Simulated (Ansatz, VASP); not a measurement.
**CoSi (CoSi (P2_13)) in two plane-wave programs**

Aim: how closely do two programs agree when they are given the same cell, functional and k mesh? The cell is taken from a series of runs on this material, whose earlier steps may have relaxed, scaled, displaced or heated it; both programs get it as it stands.

Calculated with Ansatz 0.2.0; plane waves, with VASP 6.6.1 beside it; relaxation of cell and atoms at r2SCAN.

**1. Set-up**

The structure is cubic, space group P2_13 (No. 198). Conventional cell: a = 4.383 Å, b = 4.383 Å, c = 4.383 Å, α = 90.00°, β = 90.00°, γ = 90.00°. Co has 7 Si at 2.30 to 2.40 Å nearest. Si has 7 Co at 2.30 to 2.40 Å nearest. Farther neighbours are not listed.

**2. VASP: relaxation of cell and atoms, r2SCAN**

The relaxed volume is the usual yardstick between codes: in a stiff, nearly cubic crystal its relative difference is about their pressure difference at one cell divided by the bulk modulus.

Lines of VASP's logs that name or quote its potential files are left out, and so is its time.

Input file INCAR:

```
SYSTEM = CoSi
PREC = Accurate
ENCUT = 660
EDIFF = 1E-07
NELM = 120
ISMEAR = -1
SIGMA = 0.05
LREAL = .FALSE.
ALGO = Normal
METAGGA = R2SCAN
LASPH = .TRUE.
NBANDS = 34
LORBIT = 11
LWAVE = .FALSE.
LCHARG = .FALSE.
ISIF = 3
IBRION = 2
NSW = 80
EDIFFG = -0.005
GGA_COMPAT = .FALSE.
NELMIN = 4
LMIXTAU = .TRUE.
KPAR = 2
```

Input file POSCAR:

```
CoSi
1.0
    4.3831180000      0.0000000000      0.0000000000
    0.0000000000      4.3831180000      0.0000000000
    0.0000000000      0.0000000000      4.3831180000
Co Si
4 4
Direct
    0.8540967868      0.6459032132      0.3540967868
    0.6459032132      0.3540967868      0.8540967868
    0.3540967868      0.8540967868      0.6459032132
    0.1459032132      0.1459032132      0.1459032132
    0.1565392490      0.3434607510      0.6565392490
    0.3434607510      0.6565392490      0.1565392490
    0.6565392490      0.1565392490      0.3434607510
    0.8434607510      0.8434607510      0.8434607510
```

Input file KPOINTS:

```
Automatic mesh
0
Gamma
9 9 9
0 0 0
```

Potentials, in the order of the species: Co and Si (PBE family, release 64).

Started as:

```console
$ mpirun -np 2 vasp_std
```

Numbers of over 12 decimals in the logs are rounded to 6 here.

The program printed:

```text
[banner, memory and clock lines left out]
running    2 mpi-ranks, on    1 nodes
 distrk:  each k-point on    1 cores,    2 groups
 distr:  one band on    1 cores,    1 groups

 POSCAR found type information on POSCAR CoSi
 POSCAR found :  2 types and       8 ions
|                                                                             |
|               ----> ADVICE to this user running VASP <----                  |
|                                                                             |
|     You enforced a specific xc type in the INCAR file but a different       |
|     [... a line on the potential file left out ...]
|     I HOPE YOU KNOW WHAT YOU ARE DOING!                                     |
|                                                                             |

 LDA part: xc-table for (None), standard interpolation
 POSCAR, INCAR and KPOINTS ok, starting setup
 FFT: planning ... GRIDC
 FFT: planning ... GRID_SOFT
 FFT: planning ... GRID
 WAVECAR not read
 entering main loop
       N       E                     dE             d eps       ncg     rms          rms(c)
DAV:   1     0.361905244513E+03    0.36191E+03   -0.27078E+04  3060   0.220E+03
DAV:   2    -0.694694054904E+02   -0.43137E+03   -0.41608E+03  3060   0.429E+02
DAV:   3    -0.103555194440E+03   -0.34086E+02   -0.32710E+02  3244   0.147E+02
DAV:   4    -0.105038831218E+03   -0.14836E+01   -0.14652E+01  3958   0.270E+01
DAV:   5    -0.105095355657E+03   -0.56524E-01   -0.56371E-01  4036   0.511E+00    0.311E+01
DAV:   6    -0.104469521334E+03    0.62583E+00   -0.15340E+02  3862   0.160E+02    0.280E+01
DAV:   7    -0.917340183045E+02    0.12736E+02   -0.53053E+01  3632   0.105E+02    0.890E+00
DAV:   8    -0.921474090695E+02   -0.41339E+00   -0.52516E+00  3866   0.141E+01    0.484E+00
DAV:   9    -0.919611146346E+02    0.18629E+00   -0.88493E-01  3978   0.124E+01    0.823E-01
DAV:  10    -0.919720871134E+02   -0.10972E-01   -0.47792E-02  3392   0.164E+00    0.465E-01
DAV:  11    -0.919709226688E+02    0.11644E-02   -0.53066E-03  3738   0.526E-01    0.149E-01
DAV:  12    -0.919710134592E+02   -0.90790E-04   -0.55017E-03  3390   0.534E-01    0.837E-02
DAV:  13    -0.919724795531E+02   -0.14661E-02   -0.17089E-03  3186   0.332E-01    0.292E-02
DAV:  14    -0.919726582080E+02   -0.17865E-03   -0.23224E-04  3344   0.125E-01    0.152E-02
DAV:  15    -0.919726732113E+02   -0.15003E-04   -0.49264E-05  3940   0.741E-02    0.173E-02
DAV:  16    -0.919726740933E+02   -0.88202E-06   -0.50157E-05  3886   0.900E-02    0.816E-03
DAV:  17    -0.919726796139E+02   -0.55207E-05   -0.13592E-05  3466   0.517E-02    0.574E-03
DAV:  18    -0.919726779263E+02    0.16876E-05   -0.22241E-06  3402   0.176E-02    0.116E-03
DAV:  19    -0.919726786633E+02   -0.73701E-06   -0.10778E-07  1762   0.300E-03    0.633E-04
DAV:  20    -0.919726783476E+02    0.31574E-06   -0.20265E-08  1646   0.131E-03    0.482E-04
DAV:  21    -0.919726786178E+02   -0.27017E-06   -0.80203E-09  1630   0.812E-04    0.194E-04
DAV:  22    -0.919726785864E+02    0.31319E-07   -0.34487E-09  1620   0.527E-04
   1 F= -.91972679E+02 E0= -.91966983E+02  d E =-.919727E+02
[...]
2 F= -.91972752E+02 E0= -.91967049E+02  d E =-.730574E-04
[...]
3 F= -.91972753E+02 E0= -.91967049E+02  d E =-.742513E-04
[...]
4 F= -.91972756E+02 E0= -.91967060E+02  d E =-.308597E-05
 trial-energy change:   -0.000003  1 .order   -0.000001   -0.000055    0.000052
 step:   0.5547(harm=  0.5283)  dis= 0.00018  next Energy=   -91.972768 (dE=-0.150E-04)
 bond charge predicted
       N       E                     dE             d eps       ncg     rms          rms(c)
DAV:   1    -0.919728287378E+02   -0.72853E-04   -0.20721E-03  3538   0.425E-01    0.722E-02
DAV:   2    -0.919728570104E+02   -0.28273E-04   -0.10450E-03  3832   0.443E-01    0.664E-02
DAV:   3    -0.919727695434E+02    0.87467E-04   -0.37339E-04  3722   0.273E-01    0.135E-02
DAV:   4    -0.919727675877E+02    0.19556E-05   -0.14182E-05  3228   0.229E-02    0.558E-03
DAV:   5    -0.919727672193E+02    0.36839E-06   -0.15652E-06  4278   0.152E-02    0.228E-03
DAV:   6    -0.919727671551E+02    0.64259E-07   -0.14966E-07  1836   0.318E-03
   5 F= -.91972767E+02 E0= -.91967068E+02  d E =-.143174E-04
 curvature:  -0.37 expect dE=-0.736E-06 dE for cont linesearch -0.824E-08
 trial: gam= 0.05129 g(F)=  0.181E-05 g(S)=  0.176E-06 ort =-0.129E-05 (trialstep = 0.937E+00)
 search vector abs. value=  0.205E-05
 reached required accuracy - stopping structural energy minimisation
```

OUTCAR, selected parts (step 2):

```text
ion  position               nearest neighbor table
   1  0.854  0.646  0.354-   5 2.30   6 2.31   7 2.31   8 2.31   7 2.40   8 2.40   6 2.40   2 2.70
                             2 2.70   3 2.70   4 2.70   3 2.70   4 2.70
   2  0.646  0.354  0.854-   6 2.30   5 2.31   8 2.31   7 2.31   5 2.40   7 2.40   8 2.40   1 2.70
                             1 2.70   3 2.70   3 2.70   4 2.70   4 2.70
   3  0.354  0.854  0.646-   7 2.30   5 2.31   8 2.31   6 2.31   6 2.40   5 2.40   8 2.40   1 2.70
                             4 2.70   2 2.70   2 2.70   1 2.70   4 2.70
   4  0.146  0.146  0.146-   8 2.30   7 2.31   6 2.31   5 2.31   6 2.40   5 2.40   7 2.40   2 2.70
                             3 2.70   1 2.70   3 2.70   1 2.70   2 2.70
   5  0.157  0.343  0.657-   1 2.30   2 2.31   3 2.31   4 2.31   3 2.40   4 2.40   2 2.40   8 2.71
                             6 2.71   6 2.71   8 2.71   7 2.71   7 2.71
   6  0.343  0.657  0.157-   2 2.30   1 2.31   4 2.31   3 2.31   1 2.40   3 2.40   4 2.40   8 2.71
                             5 2.71   5 2.71   7 2.71   7 2.71   8 2.71
   7  0.657  0.157  0.343-   3 2.30   1 2.31   4 2.31   2 2.31   2 2.40   1 2.40   4 2.40   8 2.71
                             8 2.71   5 2.71   6 2.71   6 2.71   5 2.71
   8  0.843  0.843  0.843-   4 2.30   3 2.31   2 2.31   1 2.31   2 2.40   1 2.40   3 2.40   5 2.71
                             6 2.71   7 2.71   7 2.71   5 2.71   6 2.71

  LATTYP: Found a simple cubic cell.
 ALAT       =     4.3831180000

 Subroutine GETGRP returns: Found 12 space group operations
 (whereof  3 operations were pure point group operations)

The static configuration has the point symmetry C_3 .
 The point group associated with its full space group is T   .

 Found     45 irreducible k-points:

   k-points           NKPTS =     45   k-points in BZ     NKDIM =     45   number of bands    NBANDS=     34

   dimension x,y,z NGX =    40 NGY =   40 NGZ =   40
   dimension x,y,z NGXF=    80 NGYF=   80 NGZF=   80

   ENCUT  =  660.0 eV  48.51 Ry    6.96 a.u.   9.18  9.18  9.18*2*pi/ulx,y,z

   NELECT =      52.0000    total number of electrons

 k-points in reciprocal lattice and weights: Automatic mesh
   0.00000000  0.00000000  0.00000000       0.001
   0.11111111  0.00000000  0.00000000       0.008
   0.22222222  0.00000000  0.00000000       0.008
   0.33333333  0.00000000  0.00000000       0.008
   0.44444444  0.00000000  0.00000000       0.008
   0.11111111  0.11111111  0.00000000       0.016
   0.22222222  0.11111111  0.00000000       0.016
  -0.11111111  0.22222222  0.00000000       0.016
   0.33333333  0.11111111  0.00000000       0.016
[...]
0.44444444  0.44444444  0.33333333       0.033
   0.44444444  0.44444444  0.44444444       0.011

 average (electrostatic) potential at core
       1 -80.6673       2 -80.6673       3 -80.6673       4 -80.6673       5 -80.1848
       6 -80.1848       7 -80.1848       8 -80.1848

 E-fermi :  12.5617

 k-point     1 :       0.0000    0.0000    0.0000
  band No.  band energies     occupation
    ...
     23      11.6510      2.00000
     24      11.6510      2.00000
     25      12.5219      1.37881
     26      12.5219      1.37881
     27      12.5219      1.37881
     28      15.3838      0.00000
     29      15.3838      0.00000
     30      15.3838      0.00000
     31      15.6664      0.00000
     32      15.6664      0.00000
    ...

 k-point     2 :       0.1111    0.0000    0.0000
  band No.  band energies     occupation
    ...
     22      11.6285      2.00000
     23      11.6556      2.00000
     24      11.6670      2.00000
     25      12.3377      1.97758
     26      12.4839      1.65189
     27      12.7933      0.01927
     28      14.8927      0.00000
     29      14.9998      0.00000
     30      15.2568      0.00000
     31      15.3938      0.00000
    ...

 k-point     3 :       0.2222    0.0000    0.0000
  band No.  band energies     occupation
    ...
     22      11.5625      2.00000
     23      11.6714      2.00000
     24      11.7911      2.00000
     25      12.1974      1.99863
     26      12.3742      1.95410
     27      13.2133      0.00000
     28      14.5023      0.00000
     29      14.5177      0.00000
     30      14.7584      0.00000
     31      15.1723      0.00000
    ...

  Total        0.0031225      0.0031225      0.0031225      0.0000000     -0.0000000      0.0000000
  in kB        0.0594005      0.0594005      0.0594005      0.0000000     -0.0000000      0.0000000
  external PRESSURE =       0.0594005 kB  Pullay stress =       0.0000000 kB

  energy-cutoff  :      660.00
  volume of cell :       84.22
      direct lattice vectors                 reciprocal lattice vectors
     4.383384101 -0.000000000 -0.000000000     0.228134240 -0.000000000  0.000000000
     0.000000000  4.383384101  0.000000000     0.000000000  0.228134240  0.000000000
    -0.000000000 -0.000000000  4.383384101     0.000000000 -0.000000000  0.228134240

 POSITION                                       TOTAL-FORCE (eV/Angst)
 -----------------------------------------------------------------------------------
      3.74441      2.83067      1.55272         0.001332     -0.001332      0.001332
      2.83067      1.55272      3.74441        -0.001332      0.001332      0.001332
      1.55272      3.74441      2.83067         0.001332      0.001332     -0.001332
      0.63898      0.63898      0.63898        -0.001332     -0.001332     -0.001332
      0.68531      1.50638      2.87700         0.001164     -0.001164      0.001164
      1.50638      2.87700      0.68531        -0.001164      0.001164      0.001164
      2.87700      0.68531      1.50638         0.001164      0.001164     -0.001164
      3.69808      3.69808      3.69808        -0.001164     -0.001164     -0.001164
 -----------------------------------------------------------------------------------
    total drift:                               -0.000000     -0.000000      0.000000

  FREE ENERGIE OF THE ION-ELECTRON SYSTEM (eV)
  ---------------------------------------------------
  free  energy   TOTEN  =       -91.9727671551 eV

  energy  without entropy=      -91.9613683098  energy(sigma->0) =      -91.96706773

 reached required accuracy - stopping structural energy minimisation

 total charge
# of ion       s       p       d       tot
------------------------------------------
    1        0.469   0.684   7.598   8.751
    2        0.469   0.684   7.598   8.751
    3        0.469   0.684   7.598   8.751
    4        0.469   0.684   7.598   8.751
    5        0.711   0.913   0.000   1.624
    6        0.711   0.913   0.000   1.624
    7        0.711   0.913   0.000   1.624
    8        0.711   0.913   0.000   1.624
--------------------------------------------------
tot          4.719   6.391  30.391  41.500

[... 3 further parts left out ...]
```

This run has no spin polarisation, so a moment on Co, if there is one, isn't seen. The run keeps the 12 symmetry operations of its start, so it cannot find a distortion of lower symmetry.

(Part 1 of 2 ends here.)

[Lines on the potential files, build, host, timing and source positions are cut from VASP's logs without a mark.]

[Logs are printed without paths, hosts, clocks, repeated set-up lines and the standing remarks that a program may print on its own settings, such as how far it seeks lower states.]

[Hosts, paths, dates, database ids (printed as entryN), source tags and the programs' standing remarks are cut or masked in the printed files.]
